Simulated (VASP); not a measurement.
# A VASP study of SrO (LDA): structure first, properties next, part 2 of 4

Aim: relax SrO, then compute properties on the relaxed cell. The start is a cell from a database of measured crystal structures.

VASP 6.6.1; LDA; plane waves and PAW (Sr_sv, O).

So far, gap on the k-mesh (eV): step 2 (relaxing cell and atoms (LDA)) 3.13. The relaxed cell has a = 5.078 Å (conventional setting).

The database entry behind the starting cell differs from later determinations by our own check (about 0.5 % short), so it need not match the best structure at ambient conditions.

### 4. Density, ELF and potential (LDA)

A single point on the relaxed cell gives a clean self-consistent state, with density, ELF and potential written out.

Contents of INCAR:

```
SYSTEM = SrO
PREC = Accurate
ENCUT = 520
EDIFF = 1E-06
NELM = 100
ISMEAR = 0
SIGMA = 0.05
LREAL = .FALSE.
ALGO = Normal
GGA = CA
NBANDS = 14
LORBIT = 11
LWAVE = .FALSE.
LCHARG = .TRUE.
ISIF = 2
LELF = .TRUE.
LVHAR = .TRUE.
```

Contents of POSCAR:

```
SrO
1.0
    0.0000000000      2.5389439424      2.5389439424
    2.5389439424      0.0000000000      2.5389439424
    2.5389439424      2.5389439424      0.0000000000
Sr O
1 1
Direct
    0.5000000000      0.5000000000      0.5000000000
    0.0000000000      0.0000000000      0.0000000000
```

Contents of KPOINTS:

```
Automatic mesh
0
Gamma
9 9 9
0 0 0
```

The projector-augmented-wave data sets are Sr_sv and O (LDA family, release 64).

Launch:

```
$ mpirun -np 2 vasp_std
```

What it wrote:

```text
[banner, memory and clock lines left out]
running    2 mpi-ranks, on    1 nodes
 distrk:  each k-point on    2 cores,    1 groups
 distr:  one band on    1 cores,    2 groups

 POSCAR found type information on POSCAR SrO
 POSCAR found :  2 types and       2 ions
 LDA part: xc-table for (Slater(with rela. corr.)+CA(PZ))
 , standard interpolation
 POSCAR, INCAR and KPOINTS ok, starting setup
 FFT: planning ... GRIDC
 FFT: planning ... GRID_SOFT
 FFT: planning ... GRID
 WAVECAR not read
 entering main loop
       N       E                     dE             d eps       ncg     rms          rms(c)
DAV:   1     0.625087492047E+02    0.62509E+02   -0.79950E+03   980   0.109E+03
[... 2 cycles as in an earlier step ...]
DAV:   4    -0.155813536255E+02   -0.86184E-01   -0.86130E-01  1254   0.494E+00
[... 5 cycles as in an earlier step ...]
DAV:  10    -0.133875938461E+02    0.93372E-04   -0.31539E-04  1076   0.197E-01    0.154E-01
[... 1 cycle as in an earlier step ...]
DAV:  12    -0.133876158613E+02   -0.14842E-05   -0.36508E-06  1120   0.152E-02    0.122E-02
DAV:  13    -0.133876155097E+02    0.35162E-06   -0.15082E-06   838   0.925E-03
   1 F= -.13387616E+02 E0= -.13387616E+02  d E =-.111893E-10
```

It took 9.4 s on 2 MPI ranks of AMD EPYC 7R43, shared host; peak memory 0.19 GiB; 18 s of CPU time.

OUTCAR, selected parts (step 4):

```text
The static configuration has the point symmetry O_h .

 Found     35 irreducible k-points:

   NELECT =      16.0000    total number of electrons

 E-fermi :   1.7316

  Total       -0.0027614     -0.0027614     -0.0027614      0.0000000      0.0000000      0.0000000
  in kB       -0.1351587     -0.1351587     -0.1351587      0.0000000      0.0000000      0.0000000
  external PRESSURE =      -0.1351587 kB  Pullay stress =       0.0000000 kB

 POSITION                                       TOTAL-FORCE (eV/Angst)
 -----------------------------------------------------------------------------------
      2.53894      2.53894      2.53894        -0.000000     -0.000000     -0.000000
      0.00000      0.00000      0.00000         0.000000      0.000000      0.000000
 -----------------------------------------------------------------------------------
    total drift:                                0.000000      0.000000      0.000000

[... 18 parts as in an earlier step ...]
```

This step gave:

```yaml
scf_cycles: 13
```

Valence electrons inside each PAW sphere by angular momentum. Sphere charges, by row:

| atom | s (e) | p (e) | d (e) | tot (e) |
| --- | --- | --- | --- | --- |
| Sr1 | 2.02 | 5.816 | 0.281 | 8.116 |
| O2 | 1.542 | 3.413 | 0 | 4.956 |

Valence density in the ac plane of the conventional cell at fractional y = 0.000, with atoms of Sr and O within 0.2 Å of it. It is the smooth field of the valence electrons, not physical close to the nuclei.

Ten even steps from '0' (0.1 e/Å³) to '9' (7.0 e/Å³), each cell a mean:
```
73000244310016
21000122100001
00000000000000
00000000000000
11000000000001
32100134200013
43100279400024
43100167300024
21000012100012
00000000000000
00000000000000
00000011100000
42000133210013
94000244310027
```
Columns run along a (5.1 Å), rows up along c (5.1 Å), edges of the conventional cell, whose origin can differ from the input's. Atoms in or near the plane, at fractional coordinates: Sr at (0.50, 0.00), Sr at (0.00, 0.50), O at (0.00, 0.00), O at (0.50, 0.50).

Electrostatic potential energy in the ac plane of the conventional cell at fractional y = 0.000, with atoms of Sr and O within 0.2 Å of it. With pseudopotentials it is smooth inside the atoms' cores, unlike the true potential.

Ten even steps from '0' (-49 eV) to '9' (4 eV), each cell a mean:
```
04997654578971
69998766679997
99999877889999
89999999999998
77899999999877
56799943799865
45789600399764
45789710499765
66799976999876
78899999999987
99999988999999
99998777789999
37998655679994
03997644578960
```
Columns run along a (5.1 Å; values clipped at the 3rd and 97th percentile), rows up along c (5.1 Å), edges of the conventional cell, whose origin can differ from the input's. Atoms in or near the plane, at fractional coordinates: Sr at (0.50, 0.00), Sr at (0.00, 0.50), O at (0.00, 0.00), O at (0.50, 0.50).

ELF in the ac plane of the conventional cell at fractional y = 0.000, with atoms of Sr and O within 0.2 Å of it. It is the smooth field of the valence electrons, not physical close to the nuclei.

Values, 14 rows by 14 columns, each cell a mean:
```
0.65 0.80 0.64 0.20 0.48 0.78 0.69 0.65 0.77 0.69 0.23 0.41 0.78 0.71
0.79 0.76 0.52 0.15 0.31 0.70 0.78 0.79 0.77 0.52 0.13 0.33 0.69 0.78
0.43 0.37 0.24 0.07 0.10 0.31 0.48 0.51 0.40 0.17 0.06 0.16 0.33 0.41
0.25 0.19 0.09 0.04 0.07 0.15 0.20 0.22 0.18 0.12 0.05 0.06 0.13 0.23
0.71 0.62 0.34 0.09 0.24 0.52 0.64 0.66 0.60 0.40 0.12 0.17 0.52 0.69
0.74 0.79 0.62 0.19 0.37 0.76 0.80 0.77 0.80 0.60 0.18 0.40 0.77 0.77
0.56 0.74 0.71 0.25 0.43 0.79 0.65 0.51 0.77 0.66 0.22 0.51 0.79 0.65
0.65 0.77 0.69 0.23 0.41 0.78 0.71 0.65 0.80 0.64 0.20 0.48 0.78 0.69
0.79 0.77 0.52 0.13 0.33 0.69 0.78 0.79 0.76 0.52 0.15 0.31 0.70 0.78
0.51 0.40 0.17 0.06 0.16 0.33 0.41 0.43 0.37 0.24 0.07 0.10 0.31 0.48
0.22 0.18 0.12 0.05 0.06 0.13 0.23 0.25 0.19 0.09 0.04 0.07 0.15 0.20
0.66 0.60 0.40 0.12 0.17 0.52 0.69 0.71 0.62 0.34 0.09 0.24 0.52 0.64
0.77 0.80 0.60 0.18 0.40 0.77 0.77 0.74 0.79 0.62 0.19 0.37 0.76 0.80
0.51 0.77 0.66 0.22 0.51 0.79 0.65 0.56 0.74 0.71 0.25 0.43 0.79 0.65
```
Columns run along a (5.1 Å), rows up along c (5.1 Å), edges of the conventional cell, whose origin can differ from the input's. Atoms in or near the plane, at fractional coordinates: Sr at (0.50, 0.00), Sr at (0.00, 0.50), O at (0.00, 0.00), O at (0.50, 0.50).

In this run the pressure is -0.01 GPa, small enough to go on.

### 5. Band structure (LDA)

Levels along the symmetry lines show where the bands peak and cross; KPOINTS_OPT computes them in the converged potential.

Contents of INCAR:

```
SYSTEM = SrO
PREC = Accurate
ENCUT = 520
EDIFF = 1E-06
NELM = 100
ISMEAR = 0
SIGMA = 0.05
LREAL = .FALSE.
ALGO = Normal
GGA = CA
NBANDS = 20
LORBIT = 11
LWAVE = .FALSE.
LCHARG = .FALSE.
KPAR = 2
```

POSCAR is that of step 4.

KPOINTS is that of step 4.

Contents of KPOINTS_OPT:

```
Line mode
16
Line-mode
Reciprocal
  0.00000000   0.00000000   0.00000000 GAMMA
  0.50000000   0.00000000   0.50000000 X

  0.50000000   0.00000000   0.50000000 X
  0.50000000   0.25000000   0.75000000 W

  0.50000000   0.25000000   0.75000000 W
  0.37500000   0.37500000   0.75000000 K

  0.37500000   0.37500000   0.75000000 K
  0.00000000   0.00000000   0.00000000 GAMMA

  0.00000000   0.00000000   0.00000000 GAMMA
  0.50000000   0.50000000   0.50000000 L

  0.50000000   0.50000000   0.50000000 L
  0.62500000   0.25000000   0.62500000 U

  0.62500000   0.25000000   0.62500000 U
  0.50000000   0.25000000   0.75000000 W

  0.50000000   0.25000000   0.75000000 W
  0.50000000   0.50000000   0.50000000 L

  0.50000000   0.50000000   0.50000000 L
  0.37500000   0.37500000   0.75000000 K

  0.62500000   0.25000000   0.62500000 U
  0.50000000   0.00000000   0.50000000 X
```

Launch:

```
$ mpirun -np 2 vasp_std
```

What it wrote:

```text
[... set-up lines as in an earlier step ...]
 entering main loop
       N       E                     dE             d eps       ncg     rms          rms(c)
DAV:   1     0.639439461178E+02    0.63944E+02   -0.74946E+03  1400   0.765E+02
DAV:   2    -0.126561834674E+02   -0.76600E+02   -0.72453E+02  1796   0.192E+02
DAV:   3    -0.155197801796E+02   -0.28636E+01   -0.28344E+01  1976   0.297E+01
DAV:   4    -0.155817084176E+02   -0.61928E-01   -0.61890E-01  1788   0.334E+00
DAV:   5    -0.155821958596E+02   -0.48744E-03   -0.48744E-03  1684   0.268E-01    0.185E+01
DAV:   6    -0.136073185552E+02    0.19749E+01   -0.33759E+00  1528   0.147E+01    0.222E+01
DAV:   7    -0.134362086463E+02    0.17111E+00   -0.19319E-01  1648   0.370E+00    0.123E+01
DAV:   8    -0.133868739747E+02    0.49335E-01   -0.15773E-01  1868   0.268E+00    0.137E+00
DAV:   9    -0.133877852354E+02   -0.91126E-03   -0.55935E-03  2064   0.332E-01    0.418E-01
DAV:  10    -0.133876247332E+02    0.16050E-03   -0.21821E-04  1572   0.116E-01    0.207E-01
DAV:  11    -0.133876143763E+02    0.10357E-04   -0.12481E-04  1672   0.859E-02    0.322E-02
DAV:  12    -0.133876154865E+02   -0.11102E-05   -0.66549E-06  1684   0.191E-02    0.854E-03
DAV:  13    -0.133876155374E+02   -0.50819E-07   -0.23113E-07   944   0.463E-03
   1 F= -.13387616E+02 E0= -.13387616E+02  d E =-.444825E-22
 Start KPOINTS_OPT (optional k-point list driver)
k-point batch [1-35\160]
       N       E                     dE             ncg
DAV:   1    -0.270647011873E+04   -0.20419E+05     1400
DAV:   2    -0.534382593646E+04   -0.26374E+04     1836
DAV:   3    -0.544783330383E+04   -0.10401E+03     2092
DAV:   4    -0.544982993635E+04   -0.19966E+01     1656
DAV:   5    -0.544984429582E+04   -0.14359E-01     1772
DAV:   6    -0.544984450131E+04   -0.20549E-03     1648
DAV:   7    -0.544984450470E+04   -0.33939E-05     1568
DAV:   8    -0.544984450478E+04   -0.82798E-07     1108
[...]
k-point batch [141-160\160]
       N       E                     dE             ncg
DAV:   1     0.740818727504E+04   -0.14913E+05      800
DAV:   2     0.590456810115E+04   -0.15036E+04     1084
DAV:   3     0.584531550014E+04   -0.59253E+02     1188
DAV:   4     0.584423532705E+04   -0.10802E+01      888
DAV:   5     0.584422227477E+04   -0.13052E-01      980
DAV:   6     0.584422209828E+04   -0.17649E-03      960
DAV:   7     0.584422209538E+04   -0.28935E-05      872
DAV:   8     0.584422209532E+04   -0.62500E-07      636
```

Elapsed: 36 s, on 2 MPI ranks; peak memory 0.28 GiB.

Parts of OUTCAR (step 5):

```text
   k-points           NKPTS =     35   k-points in BZ     NKDIM =     35   number of bands    NBANDS=     20

   NELECT =      16.0000    total number of electrons

 E-fermi :   1.8559

 k-point     1 :       0.0000    0.0000    0.0000
  band No.  band energies     occupation
    ...
      4     -12.1134      2.00000
      5     -12.1134      2.00000
      6       1.5303      2.00000
      7       1.5303      2.00000
      8       1.5303      2.00000
      9       5.6027      0.00000
     10       7.7122      0.00000
     11       7.7122      0.00000
     12       7.7122      0.00000
     13      10.0245      0.00000
    ...

  Total       -0.0022933     -0.0022933     -0.0022933     -0.0000000     -0.0000000     -0.0000000
  in kB       -0.1122506     -0.1122506     -0.1122506     -0.0000000     -0.0000000     -0.0000000
  external PRESSURE =      -0.1122506 kB  Pullay stress =       0.0000000 kB

 POSITION                                       TOTAL-FORCE (eV/Angst)
 -----------------------------------------------------------------------------------
      2.53894      2.53894      2.53894        -0.000000      0.000000      0.000000
      0.00000      0.00000      0.00000         0.000000     -0.000000     -0.000000
 -----------------------------------------------------------------------------------
    total drift:                                0.000000      0.000000      0.000000

  FREE ENERGIE OF THE ION-ELECTRON SYSTEM (eV)
  ---------------------------------------------------
  free  energy   TOTEN  =       -13.3876155374 eV

  energy  without entropy=      -13.3876155374  energy(sigma->0) =      -13.38761554

[... 8 parts as in an earlier step ...]

[... 8 further parts left out ...]
```

This step gave:

```yaml
bands: 20
fermi_energy: 1.856 eV
pressure: -0.01123 GPa
least_gap_on_mesh_and_path: 3.068 eV
least_direct_gap_on_mesh_and_path: 3.123 eV
conduction_bottom_at_k: 0.5, 0, 0.5
least_direct_gap_at_k: 0.5, 0, 0.5
```

Electronic bands along the path, in eV, zero at the valence-band top; v1 is the highest filled band, c1 the lowest empty one:

| point | v3 | v2 | v1 | c1 | c2 | c3 | c4 |
| --- | --- | --- | --- | --- | --- | --- | --- |
| Γ | 0.00 | 0.00 | 0.00 | 4.07 | 6.18 | 6.18 | 6.18 |
| 0.47 of the way | -1.41 | -0.14 | -0.14 | 4.39 | 5.93 | 8.35 | 8.35 |
| X | -0.35 | -0.06 | -0.06 | 3.07 | 8.05 | 10.44 | 10.51 |
| 0.47 of the way | -0.60 | -0.39 | -0.22 | 3.84 | 8.50 | 8.65 | 10.93 |
| W | -1.21 | -0.40 | -0.40 | 5.99 | 5.99 | 8.90 | 11.47 |
| 0.47 of the way | -1.13 | -0.47 | -0.42 | 5.08 | 7.14 | 8.94 | 11.07 |
| K | -1.00 | -0.60 | -0.42 | 4.69 | 7.99 | 9.03 | 10.41 |
| 0.53 of the way | -1.55 | -0.93 | -0.29 | 5.72 | 6.43 | 7.29 | 8.34 |
| Γ | 0.00 | 0.00 | 0.00 | 4.07 | 6.18 | 6.18 | 6.18 |
| 0.47 of the way | -1.25 | -0.62 | -0.62 | 5.95 | 6.14 | 7.25 | 7.25 |
| L | -2.32 | -1.24 | -1.24 | 6.61 | 8.57 | 9.02 | 9.02 |
| 0.53 of the way | -1.72 | -1.00 | -0.84 | 6.17 | 7.24 | 9.44 | 9.67 |
| U | -1.00 | -0.60 | -0.42 | 4.69 | 7.99 | 9.03 | 10.41 |
| 0.53 of the way | -1.13 | -0.47 | -0.42 | 5.08 | 7.14 | 8.94 | 11.07 |
| W | -1.21 | -0.40 | -0.40 | 5.99 | 5.99 | 8.90 | 11.47 |
| 0.47 of the way | -1.61 | -0.87 | -0.77 | 6.35 | 6.65 | 9.53 | 9.81 |
| L | -2.32 | -1.24 | -1.24 | 6.61 | 8.57 | 9.02 | 9.02 |
| 0.53 of the way | -1.72 | -1.00 | -0.84 | 6.17 | 7.24 | 9.44 | 9.67 |
| K | -1.00 | -0.60 | -0.42 | 4.69 | 7.99 | 9.03 | 10.41 |
| jump to U | -1.00 | -0.60 | -0.42 | 4.69 | 7.99 | 9.03 | 10.41 |
| 0.53 of the way | -0.37 | -0.33 | -0.20 | 3.47 | 8.34 | 9.42 | 10.68 |
| X | -0.35 | -0.06 | -0.06 | 3.07 | 8.05 | 10.44 | 10.51 |

Of the projections kept (Sr, O), the largest for each band there; the rest of the weight can lie on other orbitals:

| point | v3 | v2 | v1 | c1 | c2 | c3 | c4 |
| --- | --- | --- | --- | --- | --- | --- | --- |
| Γ | O 0.97 | O 0.97 | O 0.97 | Sr 0.61 | Sr 1.00 | Sr 1.00 | Sr 1.00 |
| X | O 0.82 | O 0.92 | O 0.92 | Sr 1.00 | Sr 0.81 | Sr 1.00 | O 0.53 |
| W | O 0.89 | O 0.83 | O 0.83 | Sr 0.77 | Sr 0.77 | Sr 0.86 | Sr 1.00 |
| K | O 0.85 | O 0.88 | O 0.82 | Sr 0.81 | Sr 0.71 | Sr 0.81 | Sr 1.00 |
| Γ | O 0.97 | O 0.97 | O 0.97 | Sr 0.61 | Sr 1.00 | Sr 1.00 | Sr 1.00 |
| L | O 0.80 | O 0.85 | O 0.85 | Sr 0.50 | Sr 0.89 | Sr 0.85 | Sr 0.85 |

The electronic bands as a text plot (rows in eV, shown from -2.3 to 8.5 only):

```
    8.3 |        +++        +     +    ++ +                    ++
    7.8 |   +   +   +   +    ++            +  ++       + +   +
    7.4 |      +         +     +      ++    ++  +     +   +++
    6.9 |  +           +  ++++++     +               +
    6.5 | +  ++      ++    +    +  ++ + +++++    +  +++++++
    6.0 |+                + +++ ++++++++          +++      +
    5.6 | +++        ++       ++     +       +   +          +
    5.1 |  +           + +                    + +
    4.7 | + +       +   +       +   +          +             +
    4.2 |+   +                   +++                          +
    3.8 |     +    +
    3.3 |      ++ +                                            ++
    2.9 |        +
    2.4 |
    2.0 |
    1.5 |
    1.1 |
    0.6 |
    0.2 |**      *              ****
   -0.3 |* *********************** ***        ******         ****
   -0.7 | **   **   *   ***   **    * *     ****    **     ****
   -1.2 |   ***      ***** *****     * ****** ******* ********
   -1.6 |                 ****        **    **       *     *
   -2.1 |                               ****          *****
         Γ       X    W  K        Γ      L     U  W     L   K|U X
```

The path lowers the gap by 0.06 eV against the mesh alone, so a band edge lies off the mesh.

On this path the gap is indirect, 3.07 eV, with the valence top at Γ and the conduction bottom at X. The least direct gap is 3.12 eV.

### 6. Total and projected DOS (LDA)

A density of states needs more k-points than a total energy; ISMEAR = -5 takes tetrahedra, and LORBIT projects the states on the PAW spheres. The mesh is finer than in the run before.

INCAR: that of step 5 with these lines changed.

```diff
@@ -5,3 +5,3 @@
 NELM = 100
-ISMEAR = 0
+ISMEAR = -5
 SIGMA = 0.05
@@ -15 +15,2 @@
 KPAR = 2
+NEDOS = 2001
```

POSCAR is that of step 5.

Contents of KPOINTS:

```
Automatic mesh
0
Gamma
13 13 13
0 0 0
```

Launch:

```
$ mpirun -np 2 vasp_std
```

What it wrote:

```text
[... set-up lines as in an earlier step ...]
 entering main loop
       N       E                     dE             d eps       ncg     rms          rms(c)
DAV:   1     0.627343455361E+02    0.62734E+02   -0.73866E+03  3376   0.758E+02
DAV:   2    -0.124409596439E+02   -0.75175E+02   -0.71270E+02  4188   0.191E+02
DAV:   3    -0.155028816877E+02   -0.30619E+01   -0.30271E+01  4824   0.304E+01
DAV:   4    -0.155815790525E+02   -0.78697E-01   -0.78656E-01  4120   0.353E+00
DAV:   5    -0.155822005667E+02   -0.62151E-03   -0.62150E-03  4208   0.282E-01    0.185E+01
DAV:   6    -0.136051705441E+02    0.19770E+01   -0.34005E+00  3680   0.147E+01    0.221E+01
DAV:   7    -0.134360510083E+02    0.16912E+00   -0.20207E-01  3800   0.370E+00    0.123E+01
DAV:   8    -0.133870070656E+02    0.49044E-01   -0.16282E-01  4536   0.270E+00    0.128E+00
DAV:   9    -0.133877943442E+02   -0.78728E-03   -0.53947E-03  4948   0.338E-01    0.404E-01
DAV:  10    -0.133876270936E+02    0.16725E-03   -0.26034E-04  3840   0.127E-01    0.187E-01
DAV:  11    -0.133876198636E+02    0.72300E-05   -0.12637E-04  4100   0.834E-02    0.324E-02
DAV:  12    -0.133876208050E+02   -0.94141E-06   -0.61995E-06  3876   0.197E-02
   1 F= -.13387621E+02 E0= -.13387621E+02  d E =0.000000E+00
```

Run time: 23 s. Hardware: 2 MPI ranks; peak memory 0.28 GiB; 44 s of CPU time.

OUTCAR, selected parts (step 6):

```text
   k-points           NKPTS =     84   k-points in BZ     NKDIM =     84   number of bands    NBANDS=     20

   NELECT =      16.0000    total number of electrons

 E-fermi :   1.5557

 k-point     1 :       0.0000    0.0000    0.0000
  band No.  band energies     occupation
    ...
      4     -12.1142      2.00000
      5     -12.1142      2.00000
      6       1.5304      2.00000
      7       1.5304      2.00000
      8       1.5304      2.00000
      9       5.6028      0.00000
     10       7.7120      0.00000
     11       7.7120      0.00000
     12       7.7120      0.00000
     13      10.0242      0.00000
    ...

  Total        0.0040652      0.0040652      0.0040652      0.0000000      0.0000000     -0.0000000
  in kB        0.1989777      0.1989777      0.1989777      0.0000000      0.0000000     -0.0000000
  external PRESSURE =       0.1989777 kB  Pullay stress =       0.0000000 kB

 POSITION                                       TOTAL-FORCE (eV/Angst)
 -----------------------------------------------------------------------------------
      2.53894      2.53894      2.53894         0.000000     -0.000000      0.000000
      0.00000      0.00000      0.00000        -0.000000      0.000000     -0.000000
 -----------------------------------------------------------------------------------
    total drift:                                0.000000      0.000000      0.000000

  FREE ENERGIE OF THE ION-ELECTRON SYSTEM (eV)
  ---------------------------------------------------
  free  energy   TOTEN  =       -13.3876208050 eV

  energy  without entropy=      -13.3876208050  energy(sigma->0) =      -13.38762080

[... 7 parts as in an earlier step ...]

[... 9 further parts left out ...]
```

This step gave:

| Item | Value |
| --- | --- |
| SCF cycles | 12 |
| irreducible k-points | 84 |
| Fermi energy | 1.556 eV |
| pressure | 0.01990 GPa |
| conduction bottom at k | 0.4615, 0.4615, 0 |
| least direct gap at k | 0.4615, 0.4615, 0 |
| gap on the k-mesh | 3.097 eV |
| least direct gap on the k-mesh | 3.157 eV |

The density of states has structure finer than the step of the table below, so its rows give means over 1 eV, whole bins alone (the curve runs from -12.0 to 11.0 eV). Peaks (eV: height): total -0.4: 6.57, 7.4: 1.84, 9.1: 3.49; O p -0.4: 3.87; Sr d -1.1: 0.288, 9.1: 1.91; Sr p -0.4: 0.417, 7.4: 0.104, 9.2: 0.0925; Sr s -1.7: 0.0702, 7.1: 0.0649, 9.1: 0.0247.

States under -12.0 eV and over 11.0 eV are left out. The density of states by energy, zero at the valence-band top; means over each step; values in states/eV/cell:

| energy (eV) | total | O p | Sr d | Sr p | Sr s | O s |
| --- | --- | --- | --- | --- | --- | --- |
| -3 | 0 | 0 | 0 | 0 | 0 | 0 |
| -2 | 0.874 | 0.418 | 0.0395 | 0.0126 | 0.0336 | 0.00115 |
| -1 | 3.50 | 1.98 | 0.184 | 0.111 | 0.0254 | 0.00333 |
| 0 | 1.62 | 0.992 | 0.0387 | 0.0817 | 0.00106 | 5.6e-4 |
| 1 | 0 | 0 | 0 | 0 | 0 | 0 |
| 2 | 0 | 0 | 0 | 0 | 0 | 0 |
| 3 | 0.0440 | 8.9e-4 | 0.0169 | 2.4e-5 | 0 | 0 |
| 4 | 0.322 | 0.0145 | 0.119 | 0.00115 | 0.00141 | 9.2e-4 |
| 5 | 0.694 | 0.0520 | 0.238 | 0.00735 | 0.0115 | 0.00732 |
| 6 | 1.21 | 0.158 | 0.378 | 0.0238 | 0.0287 | 0.0171 |
| 7 | 1.48 | 0.174 | 0.430 | 0.0717 | 0.0509 | 0.0348 |
| 8 | 1.04 | 0.0695 | 0.442 | 0.0387 | 0.0187 | 0.0245 |
| 9 | 2.24 | 0.129 | 1.24 | 0.0549 | 0.0127 | 0.0655 |
| 10 | 1.30 | 0.0820 | 0.796 | 0.0292 | 0.00178 | 0.00912 |

The gap on this mesh is 3.10 eV. In the top eV of the valence band the largest shares in the PAW spheres are O p 59 %; in the lowest eV of the conduction band, Sr d 38 %. The rest lies in smaller channels or between the spheres.

[end of part 2 of 4]

[Lines on the potential files, build, host, timing and source positions are cut from VASP's logs without a mark.]

[Logs are printed without paths, hosts, clocks, repeated set-up lines and the standing remarks that a program may print on its own settings, such as how far it seeks lower states.]

[Hosts, paths, dates, database ids (printed as entryN), source tags and the programs' standing remarks are cut or masked in the printed files.]

[A measured line is paired with the nearest computed mode of its activity, which favours agreement.]
